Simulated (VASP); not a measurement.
## BePt: density of states with PBE

The system is BePt.

```xyz
2
Lattice="0.0000 2.3324 2.3324 2.3324 0.0000 2.3324 2.3324 2.3324 0.0000" Properties=species:S:1:pos:R:3 pbc="T T T"
Be    0.0000    0.0000    0.0000
Pt    2.3324    2.3324    2.3324
```

The cell was built by a generator and needn't be a form met in nature.

```yaml
Program: VASP 6.6.1
Task: density of states
Functional: PBE
Potentials_or_basis: VASP PAW PBE potentials, release 64 (Be, Pt)
Cutoff: 520 eV
k_mesh: 20 × 20 × 20
Occupations: gaussian, width 0.1 eV
Spin: no spin polarisation
Dipole_correction: no
k_mesh_for_the_DOS: 30 × 30 × 30
Occupations_for_the_DOS: tetrahedron
Further_INCAR_settings: ALGO = Fast; EDIFF = 1e-07
```

| Quantity | Value |
| --- | --- |
| Valence electrons inside the program's atomic spheres | Be 1.07; Pt 9.38 |

Levels at points of the mesh, in eV from the Fermi level:
| k point | band 2 | band 3 | band 4 | band 5 | band 6 | band 7 | band 8 | band 9 | band 10 |
| --- | --- | --- | --- | --- | --- | --- | --- | --- | --- |
| (0.00, 0.00, 0.00) | -3.43 | -3.43 | -3.43 | -2.86 | -2.86 | 5.80 | 5.80 | 5.80 | 11.90 |
| (0.50, 0.00, 0.00) | -4.47 | -4.47 | -3.40 | -1.74 | -1.74 | 0.03 | 9.98 | 10.49 | 10.49 |
| (0.50, 0.50, 0.00) | -4.85 | -2.63 | -2.08 | -1.31 | -1.31 | 1.73 | 2.27 | 2.27 | 10.65 |

States per cell in windows of 1 eV (zero at the Fermi level; states under -8 eV left out):
```
from (eV)  total  Pt2_d  Be1_p  Pt2_p  Pt2_s  Be1_s  Be1_d
     -8.0   0.34   0.03   0.02   0.02   0.12   0.05   0.00
     -7.0   0.88   0.30   0.05   0.04   0.18   0.11   0.00
     -6.0   0.85   0.47   0.04   0.04   0.06   0.10   0.00
     -5.0   3.20   2.26   0.21   0.13   0.04   0.07   0.00
     -4.0   2.36   1.72   0.17   0.12   0.01   0.04   0.00
     -3.0   1.41   1.27   0.02   0.02   0.00   0.00   0.00
     -2.0   1.95   1.77   0.02   0.03   0.03   0.01   0.00
     -1.0   0.76   0.44   0.06   0.05   0.13   0.01   0.00
      0.0   0.63   0.24   0.08   0.08   0.11   0.02   0.00
      1.0   0.54   0.15   0.09   0.10   0.09   0.02   0.00
      2.0   0.63   0.13   0.14   0.14   0.07   0.03   0.00
      3.0   0.70   0.14   0.16   0.16   0.06   0.04   0.00
      4.0   0.77   0.15   0.20   0.18   0.04   0.04   0.00
      5.0   0.83   0.15   0.26   0.19   0.03   0.04   0.00
      6.0   0.55   0.11   0.16   0.13   0.02   0.02   0.00
      7.0   0.48   0.10   0.14   0.10   0.01   0.02   0.00
```

It took 2.4 min on 1 thread of AMD EPYC 9R45 96-Core Processor (Zen 5) (shared host), peak memory 0.32 GiB.

 Spin-orbit coupling is left out, which matters for the levels of Pt.
